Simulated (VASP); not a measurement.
Set up this calculation in VASP 6.6.1, as the native input.

```
Task                   : band structure
Functional             : BLYP
Potentials or basis    : VASP PAW PBE potentials, release 64 (H, Pb_d, N, O)
Cutoff                 : 520 eV
k mesh                 : 7 × 5 × 5
Occupations            : fermi-dirac, width 0.05 eV
Spin                   : no spin polarisation
Further INCAR settings : ALGO = Fast; EDIFF = 1e-07
```

The system is HPbNO4.

```
CELL_PARAMETERS angstrom
3.90705 0.14618 0.09283
-0.25621 5.60134 0.17496
-0.48608 -1.94362 5.75918
ATOMIC_POSITIONS crystal
H 0.11043 0.65672 0.54446
Pb 0.60808 0.52166 0.15257
N 0.91635 0.96256 0.95809
O 0.01449 0.13597 0.88008
O 0.72364 0.01046 0.12823
O 0.00457 0.73776 0.87012
O 0.11863 0.59346 0.37711
```

The cell was built by a generator and needn't be a form met in nature.

One way to write it, as run:

POSCAR

```
HPbNO4                                  
1.0
    3.9070474312      0.1461849936      0.0928328041
   -0.2562144877      5.6013393134      0.1749581130
   -0.4860832755     -1.9436163291      5.7591784324
  H               Pb              N               O             
     1     1     1     4
Direct
     0.1104342103048571    0.6567210682233866    0.5444571720030498
     0.6080843124499055    0.5216629113143763    0.1525694608161696
     0.9163475285937255    0.9625645192575797    0.9580908087156670
     0.0144920421052943    0.1359720051374334    0.8800799467965624
     0.7236388684558144    0.0104593058951107    0.1282280991489897
     0.0045686946729104    0.7377564130368719    0.8701241585547603
     0.1186343434174875    0.5934637771352353    0.3771103539648016
```

INCAR.step1

```
AGGAC = 1.0 ; AGGAX = 1.0
ALDAC = 0.0 ; ALDAX = 1.0
ALGO = Fast ; EDIFF = 1E-7
ENCUT = 520 ; GGA = B5
ISIF = 2 ; ISMEAR = -1
KPAR = 4 ; LASPH = T
LCHARG = T ; LREAL = F
LWAVE = F ; NELM = 60
PREC = Accurate ; SIGMA = 0.05
```

KPOINTS.step1

```
k-points
0
Gamma
  7 5 5
```

INCAR.step2

```
AGGAC = 1.0 ; AGGAX = 1.0
ALDAC = 0.0 ; ALDAX = 1.0
ALGO = Fast ; EDIFF = 1E-7
ENCUT = 520 ; GGA = B5
ICHARG = 11 ; ISIF = 2
ISMEAR = 0 ; KPAR = 4
LASPH = T ; LCHARG = F
LREAL = F ; LWAVE = F
NELM = 60 ; PREC = Accurate
SIGMA = 0.05
```

KPOINTS.step2

```
path XGY,LGZ,NGM,RG
10
line-mode
reciprocal
 0.5000000000  0.0000000000  0.0000000000  X
 0.0000000000  0.0000000000  0.0000000000  G

 0.0000000000  0.0000000000  0.0000000000  G
 0.0000000000 -0.5000000000  0.0000000000  Y

 0.5000000000 -0.5000000000  0.0000000000  L
 0.0000000000  0.0000000000  0.0000000000  G

 0.0000000000  0.0000000000  0.0000000000  G
 0.0000000000  0.5000000000 -0.5000000000  Z

 0.5000000000  0.5000000000 -0.5000000000  N
 0.0000000000  0.0000000000  0.0000000000  G

 0.0000000000  0.0000000000  0.0000000000  G
 0.0000000000  0.0000000000 -0.5000000000  M

 0.5000000000  0.0000000000 -0.5000000000  R
 0.0000000000  0.0000000000  0.0000000000  G
```

Potentials or basis: VASP PAW PBE potentials, release 64 (H, Pb_d, N, O).

Run with:

```console
$ cat potpaw_PBE.64/H/POTCAR potpaw_PBE.64/Pb_d/POTCAR potpaw_PBE.64/N/POTCAR potpaw_PBE.64/O/POTCAR > POTCAR
$ cp INCAR.step1 INCAR
$ cp KPOINTS.step1 KPOINTS
$ mpirun -np 4 vasp_std > vasp.out
$ cp INCAR.step2 INCAR
$ cp KPOINTS.step2 KPOINTS
$ mpirun -np 4 vasp_std > vasp.out
```

Results of the run:

```
Band gap on the k mesh  : 3.08 eV, indirect (least direct gap 3.16 eV)
Band gap along the path : 3.05 eV, indirect (least direct gap 3.11 eV)
```

Caveat: the log is that of the step along the path at fixed density, whose energy, stress, charges and moments have no meaning; spin-orbit coupling is left out, which as a rule narrows the gap of such compounds by several tenths of an eV.

It took 2.4 min on 4 MPI ranks on Intel(R) Xeon(R) Platinum 8488C (Sapphire Rapids), with other jobs on the host, peak memory 0.43 GiB a rank.
